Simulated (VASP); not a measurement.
A convergence study with VASP on CdO (rock salt): one setting is varied, all else stays as given below, so the limit is that of these other settings.

```
CdO
1.0
    0.00000     2.35000     2.35000
    2.35000     0.00000     2.35000
    2.35000     2.35000     0.00000
Cd O
1 1
Direct
  0.00000   0.00000   0.00000
  0.50000   0.50000   0.50000
```

The numbers are results of PBE GGA, VASP's PBE PAW potentials (set 64) (plane waves; VASP), not measurements. The tightest run used: 700 eV cut-off, 19×19×19 Γ-centred mesh, Gaussian smearing of 0.050 eV, potentials Cd O.

The reference is 19×19×19 mesh, which took about 70 core-seconds. The timings are rough (shared machines, no repeats); factors under 2 mean little.

Of the settings 1×1×1 mesh; 2×2×2 mesh; 3×3×3 mesh; 4×4×4 mesh; 5×5×5 mesh; 6×6×6 mesh; 7×7×7 mesh; 8×8×8 mesh; 9×9×9 mesh; 10×10×10 mesh; 11×11×11 mesh; 12×12×12 mesh; 13×13×13 mesh; 14×14×14 mesh; 15×15×15 mesh; 16×16×16 mesh; 17×17×17 mesh; 18×18×18 mesh; 19×19×19 mesh, which is the lowest that keeps the difference from the reference in E (eV/atom) within 0.005 from there on, and what does it cost?

5×5×5 mesh; its cost over the reference is about 1/10.
```
setting        difference in E (eV/atom)  cost over the reference
-------------  -------------------------  -----------------------
1×1×1 mesh                        2.3445                about 1/8
2×2×2 mesh                        0.5225               about 1/20
3×3×3 mesh                        0.0674               about 1/20
4×4×4 mesh                        0.0110               about 1/10
5×5×5 mesh                        0.0026               about 1/10
6×6×6 mesh                        0.0001                about 1/9
7×7×7 mesh                        0.0003                about 1/8
8×8×8 mesh                        0.0005                about 1/7
9×9×9 mesh                        0.0003                about 1/6
10×10×10 mesh                     0.0003                about 1/4
11×11×11 mesh                     0.0002                about 1/4
12×12×12 mesh                     0.0001                about 1/3
13×13×13 mesh                     0.0001                about 1/2
14×14×14 mesh                     0.0001                about 1/2
15×15×15 mesh                     0.0000     within a factor of 2
16×16×16 mesh                     0.0000     within a factor of 2
17×17×17 mesh                     0.0000     within a factor of 2
18×18×18 mesh                     0.0000     within a factor of 2
19×19×19 mesh                     0.0000                reference
```

Left out are rungs that failed or repeat a setting and relaxations that didn't move; long series are thinned to 24 rows.

The compound is CdO in the rock salt structure. The cell was not relaxed at this level.
